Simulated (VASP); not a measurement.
Level of theory: PBE GGA, VASP's PBE PAW potentials (set 64) (plane waves; VASP).

Input for VASP

**POSCAR**
```
Ga37N35
1.0
  4.8683178927  -8.4321738171   0.0000000000
  4.8683178927   8.4321738171   0.0000000000
  0.0000000000   0.0000000000  10.5562839806
Ga N
37 35
Cart
  1.6227710081  -0.9369072650   2.6390709951
  1.6227710081   0.9369072650   0.0000000000
  1.6227710081  -0.9369072650   7.9172129854
  1.6227710081   0.9369072650   5.2781419903
  3.2455420163   1.8738145300   2.6390709951
  3.2455468846   3.7476374921   0.0000000000
  3.2455420163   1.8738145300   7.9172129854
  3.2455468846   3.7476374921   5.2781419903
  4.8683178927   4.6845447571   2.6390709951
  4.8683178927   6.5583592871   0.0000000000
  4.8683178927   4.6845447571   7.9172129854
  4.8683178927   6.5583592871   5.2781419903
  3.2455468846  -3.7476374921   2.6390709951
  3.2455420163  -1.8738145300   0.0000000000
  3.2455468846  -3.7476374921   7.9172129854
  3.2238098452  -1.8732580065   5.2451219340
  4.8342153259  -0.9796415219   2.6005194461
  4.8683178927   0.9369156972   0.0000000000
  4.8535230746  -0.9769432263   4.6779222394
  4.8683178927  -0.9369156972   7.9172129854
  4.8889352190   0.8934141124   5.2574200048
  6.4910937691   1.8738145300   2.6390709951
  6.4910889008   3.7476374921   0.0000000000
  6.4910937691   1.8738145300   7.9172129854
  6.4910889008   3.7476374921   5.2781419903
  4.8683178927  -6.5583592871   2.6390709951
  4.8683178927  -4.6845447571   0.0000000000
  4.8683178927  -6.5583592871   7.9172129854
  4.8683178927  -4.6845447571   5.2781419903
  6.4910889008  -3.7476374921   2.6390709951
  6.4910937691  -1.8738145300   0.0000000000
  6.4910889008  -3.7476374921   7.9172129854
  6.5221925838  -1.9000891836   5.2903661671
  8.1138647773  -0.9369072650   2.6390709951
  8.1138647773   0.9369072650   0.0000000000
  8.1138647773  -0.9369072650   7.9172129854
  8.1138647773   0.9369072650   5.2781419903
  1.6599162736  -0.9010536619   4.5861670191
  1.6227710081   0.9369072650   1.9898595303
  1.6227710081  -0.9369072650   9.9070725158
  1.6227710081   0.9369072650   7.2680015206
  3.2235372194   1.9155031973   4.5895028048
  3.2455468846   3.7476374921   1.9898595303
  3.2455420163   1.8738145300   9.9070725158
  3.2455468846   3.7476374921   7.2680015206
  4.8683178927   4.6845447571   4.6289305255
  4.8683178927   6.5583592871   1.9898595303
  4.8683178927   4.6845447571   9.9070725158
  4.8683178927   6.5583592871   7.2680015206
  3.2847855268  -3.7118007534   4.5913607108
  3.2058944353  -1.9130747313   1.9864815195
  3.2455468846  -3.7476374921   9.9070725158
  3.2736711570  -1.8569839110   7.2745675293
  4.8871972295   0.9523634396   1.9406355781
  4.8683178927  -0.9369156972   9.9070725158
  4.9122495934   0.9329525755   7.2215116460
  6.4801838687   1.8896248559   4.6500853186
  6.4910889008   3.7476374921   1.9898595303
  6.4910937691   1.8738145300   9.9070725158
  6.4910889008   3.7476374921   7.2680015206
  4.8683178927  -6.5583592871   4.6289305255
  4.8683178927  -4.6845447571   1.9898595303
  4.8683178927  -6.5583592871   9.9070725158
  4.8683178927  -4.6845447571   7.2680015206
  6.5287258665  -3.7914089064   4.6298489222
  6.4796775637  -1.9124929113   1.9632365821
  6.4910889008  -3.7476374921   9.9070725158
  6.5367537227  -1.8604663988   7.2456116423
  8.0642030664  -0.9405246676   4.6600926758
  8.1138647773   0.9369072650   1.9898595303
  8.1138647773  -0.9369072650   9.9070725158
  8.1138647773   0.9369072650   7.2680015206
```

File KPOINTS:
```
Automatic mesh
0
gamma
  1 1 1
0 0 0
```

**INCAR**
```
SYSTEM = Ga37N35
PREC = Normal
ENCUT = 400
EDIFF = 1E-5
NELM = 100
ALGO = Fast
LREAL = Auto
LASPH = .TRUE.
ISMEAR = 0
SIGMA = 0.05
GGA = PE
LMAXMIX = 4
LWAVE = .FALSE.
LCHARG = .FALSE.
NELMIN = 4
ISYM = 0
NELECT = 288.0
IBRION = 2
ISIF = 2
NSW = 60
EDIFFG = -0.03
```

POTCAR, in this order: Ga N (PBE.64 set). Program: vasp_gam.

The cell is charged, with a uniform compensating background. The supercell is sampled at Γ alone, which is coarse: total energies, pressure and levels can be off, energies of defects by several tenths of an eV.

Question: Predict the energy per atom (σ→0).

Answer: 
```yaml
energy per atom (σ→0): -5.728 eV/atom
```

**OSZICAR**
```
...
  25 F= -.41242556E+03 E0= -.41239890E+03  d E =-.336036E-03
       N       E                     dE             d eps       ncg     rms          rms(c)
DAV:   1    -0.412425721834E+03   -0.16041E-03   -0.10049E-01   372   0.812E-01    0.130E-01
RMM:   2    -0.412427058288E+03   -0.13365E-02   -0.29366E-03   373   0.106E-01    0.391E-01
RMM:   3    -0.412425763172E+03    0.12951E-02   -0.66236E-04   370   0.508E-02    0.392E-02
RMM:   4    -0.412425778245E+03   -0.15073E-04   -0.18025E-04   376   0.241E-02    0.258E-02
RMM:   5    -0.412425776967E+03    0.12779E-05   -0.25810E-05   237   0.107E-02
  26 F= -.41242578E+03 E0= -.41239919E+03  d E =-.214934E-03
```

The cell is a supercell with a defect, built from GaN (wurtzite): Ga_N, charge -2. The run is not spin-polarised, so no state with unpaired spins was tried.
